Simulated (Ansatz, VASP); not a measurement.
# Cross-check of SbAs between VASP and Ansatz, part 2 of 2

Wanted: the spread between two codes on one cell, functional and k mesh. The cell is generated by rule, not measured, and may not be a known phase. The cell is taken from a series of runs on this material, whose earlier steps may have relaxed, scaled, displaced or heated it; both programs get it as it stands.

VASP 6.6.1 and Ansatz 0.2.0.

So far. Step 5 (VASP: single point, PBEsol, pair 2): The run ends at a pressure of 0.34 GPa. Step 6 (Ansatz: single point, PBEsol, pair 2): The run ends at a pressure of 0.21 GPa.

### 8. Ansatz: single point, PBEsol, pair 3

Level of this step: Ansatz beside VASP: Kohn-Sham DFT, plane waves, PBEsol (Ansatz).

A single point gives forces, pressure and levels at one fixed geometry, so differences don't come from the geometry; what else differs is listed under the comparison.

The cell is taken from a series of runs on this material, whose earlier steps may have relaxed, scaled, displaced or heated it; both programs get it as it stands.

Contents of input.yaml:

```yaml
crystal:
  lattice:
    - [0.0, 3.2138340659, 3.2138340659]
    - [-6.4276681319, 0.0, 0.0]
    - [0.0, -6.4276681319, 6.4276681319]
  atoms:
    - { symbol: Sb, position: [0.0, 0.0, 0.0095458907] }
    - { symbol: Sb, position: [0.0, 0.0, 0.4904541093] }
    - { symbol: Sb, position: [0.5, 0.5203329369, 0.25] }
    - { symbol: Sb, position: [0.5, 0.4796670631, 0.75] }
    - { symbol: As, position: [0.5, 0.75, -0.0099308157] }
    - { symbol: As, position: [0.5, 0.75, 0.5099308157] }
    - { symbol: As, position: [0.0, 0.2717808383, 0.25] }
    - { symbol: As, position: [0.0, 0.2282191617, 0.75] }
kpoints:
  mp_grid: { grid: [8, 6, 4] }
hamiltonian:
  xc: pbesol
scf:
  occupations: { method: methfessel_paxton, width: 0.2 }
output:
  forces: true
  stress: true
  eigenvalues: true
```

Run with:

```
$ ansatz run input.yaml --threads 4 --pin off --max-ram 7168MiB --backend cpu --events-out ev --progress --plain --runs-dir out
```

Numbers of over 12 decimals in the logs are rounded to 6 here.

Output:

```text
[...]
Crystal: 8 atoms, lattice volume = 265.559 Å³
Basis set: ecut = 420 eV, 5197 PW (Γ), exchange–correlation on 64×90×128 points (8 copies of the dense FFT grid, shifted against one another)
Bands: 72, of which v1, the nominal top of the filled ones, is band 60 counted from 1 (59 counted from 0)
Symmetry: 4 space group operations
[...]
k-points: 60 of 192 (time reversal used)
[...]
k-point 0: bands = [... 56 lower, 4.9472, 6.1051, 6.1206, 6.2009, 6.3944, 7.5587, 7.5803, 7.5981, ... 8 higher]
  k-point 1: bands = [... 56 lower, 5.1028, 5.8047, 6.2684, 6.3275, 6.9290, 7.6606, 7.6787, 7.9357, ... 8 higher]
  k-point 2: bands = [... 56 lower, 5.4118, 5.4516, 6.3174, 6.3573, 7.8807, 7.9263, 7.9617, 7.9813, ... 8 higher]
  k-point 59: bands = [... 56 lower, 6.1550, 6.1822, 6.4928, 6.5267, 8.2207, 8.2357, 8.5960, 8.6206, ... 8 higher]
[key lines of the parts left out:]
SCF converged after 7 iterations
Free energy (F): -44881.469056 eV
Fermi energy:    6.915520 eV
P = ⅓ Tr σ = -0.0931 GPa (-0.931 kbar)
```

The run ends at a pressure of -0.09 GPa, with forces up to 0.14 eV/Å.

### 9. VASP: single point, PBEsol, pair 3

The same cell, functional, mesh and smearing now go to VASP, with its own data sets.

Contents of INCAR:

```
SYSTEM = SbAs
PREC = Accurate
ENCUT = 500
EDIFF = 1E-06
NELM = 120
ISMEAR = 1
SIGMA = 0.2
LREAL = .FALSE.
ALGO = Normal
GGA = PS
NBANDS = 28
LORBIT = 11
LWAVE = .FALSE.
LCHARG = .FALSE.
ISIF = 2
LASPH = .TRUE.
GGA_COMPAT = .FALSE.
KPAR = 2
```

Contents of POSCAR:

```
SbAs
1.0
    0.0000000000      3.2138340659      3.2138340659
   -6.4276681319      0.0000000000      0.0000000000
    0.0000000000     -6.4276681319      6.4276681319
Sb As
4 4
Direct
    0.0000000000      0.0000000000      0.0095458907
    0.0000000000      0.0000000000      0.4904541093
    0.5000000000      0.5203329369      0.2500000000
    0.5000000000      0.4796670631      0.7500000000
    0.5000000000      0.7500000000      0.9900691843
    0.5000000000      0.7500000000      0.5099308157
    0.0000000000      0.2717808383      0.2500000000
    0.0000000000      0.2282191617      0.7500000000
```

Contents of KPOINTS:

```
Automatic mesh
0
Gamma
8 6 4
0 0 0
```

Potentials, in the order of the species: Sb and As (PBE family, release 64).

Run with:

```
$ mpirun -np 2 vasp_std
```

Output:

```text
[... set-up lines as in an earlier step ...]
 entering main loop
       N       E                     dE             d eps       ncg     rms          rms(c)
DAV:   1     0.183925421040E+03    0.18393E+03   -0.13444E+04  3360   0.108E+03
DAV:   2    -0.167379585051E+02   -0.20066E+03   -0.19555E+03  4116   0.176E+02
DAV:   3    -0.355689054034E+02   -0.18831E+02   -0.18417E+02  4100   0.564E+01
DAV:   4    -0.360888060173E+02   -0.51990E+00   -0.51451E+00  4252   0.964E+00
[...]
DAV:  10    -0.357291383224E+02   -0.27928E-04   -0.93339E-05  4260   0.409E-02    0.300E-02
DAV:  11    -0.357291548955E+02   -0.16573E-04   -0.46016E-05  3920   0.266E-02    0.614E-03
DAV:  12    -0.357291541786E+02    0.71690E-06   -0.65491E-06  3848   0.109E-02
   1 F= -.35729154E+02 E0= -.35726746E+02  d E =-.722500E-02
```

From OUTCAR (step 9):

```text
  Total        0.3203054     -0.0636092     -0.0636092      0.0000000      0.0134038      0.0000000
  in kB        1.9324780     -0.3837693     -0.3837693      0.0000000      0.0808681      0.0000000
  external PRESSURE =       0.3883131 kB  Pullay stress =       0.0000000 kB

 POSITION                                       TOTAL-FORCE (eV/Angst)
 -----------------------------------------------------------------------------------
      0.00000     -0.06136      0.06136         0.030641     -0.068150      0.068150
      0.00000     -3.15248      3.15248         0.030641      0.068150     -0.068150
     -3.34453     -0.00000      3.21383        -0.098941     -0.000000     -0.000000
     -3.08314     -3.21383      6.42767         0.139689     -0.000000     -0.000000
     -4.82075     -4.75692      7.97075        -0.002364      0.033752     -0.033752
     -4.82075     -1.67075      4.88458        -0.002364     -0.033752      0.033752
     -1.74692     -1.60692      1.60692        -0.117707      0.000000      0.000000
     -1.46692     -4.82075      4.82075         0.020406     -0.000000     -0.000000
 -----------------------------------------------------------------------------------
    total drift:                                0.000036     -0.000000      0.000000

  FREE ENERGIE OF THE ION-ELECTRON SYSTEM (eV)
  ---------------------------------------------------
  free  energy   TOTEN  =       -35.7291541786 eV

  energy  without entropy=      -35.7219291763  energy(sigma->0) =      -35.72674584

[... 3 further parts left out ...]
[key lines of the parts left out:]
E-fermi :   3.9287
```

The run ends at a pressure of 0.04 GPa, with forces up to 0.14 eV/Å.

### 10. Side by side

What differs besides the data sets and the points named for the pairs above, as far as they apply: the data sets hold 120 valence electrons in Ansatz (on its default PAW (the set named soft_2) files) and 40 in VASP. Total energies have different zeros and are not compared.

Compared:

```
      quantity  Ansatz  VASP  difference
pressure (GPa)   -0.09  0.04       -0.13
```

Forces (eV/Å; atoms numbered as in POSCAR):

```csv
atom,"Ansatz x, y, z","VASP x, y, z"
Sb1,"0.032, -0.062, 0.062","0.031, -0.068, 0.068"
Sb2,"0.032, 0.062, -0.062","0.031, 0.068, -0.068"
Sb3,"-0.096, 0.000, 0.000","-0.099, 0.000, 0.000"
Sb4,"0.139, 0.000, 0.000","0.140, 0.000, 0.000"
As5,"-0.003, 0.031, -0.031","-0.002, 0.034, -0.034"
As6,"-0.003, -0.031, 0.031","-0.002, -0.034, 0.034"
As7,"-0.121, 0.000, 0.000","-0.118, 0.000, 0.000"
As8,"0.021, 0.000, 0.000","0.020, 0.000, 0.000"
```

The forces differ by 3.0 meV/Å r.m.s., which is 5.6 % of the r.m.s. force of 0.053 eV/Å (both taken over all components).

### 11. Results

```yaml
difference_in_pressure_single_point_pbesol_pair_1: -0.29 GPa
difference_in_pressure_single_point_pbesol_pair_2: -0.13 GPa
r_m_s_force_difference_single_point_pbesol_pair_3: 3.0 meV/Å
```

The difference in pressure is -0.29 GPa (single point, PBEsol, pair 1), within the 1 GPa picked in this series as the mark of a large difference. The data sets hold unlike numbers of valence electrons (30 in Ansatz and 10 in VASP and 120 in Ansatz and 40 in VASP), so part of the differences comes from the potentials. 3 further runs of this series are not shown here. Such differences can come from data sets, numerical settings and the points named under the comparisons, not from the functional's error against experiment.

[Lines on the potential files, build, host, timing and source positions are cut from VASP's logs without a mark.]

[Logs are printed without paths, hosts, clocks, repeated set-up lines and the standing remarks that a program may print on its own settings, such as how far it seeks lower states.]

[Hosts, paths, dates, database ids (printed as entryN), source tags and the programs' standing remarks are cut or masked in the printed files.]
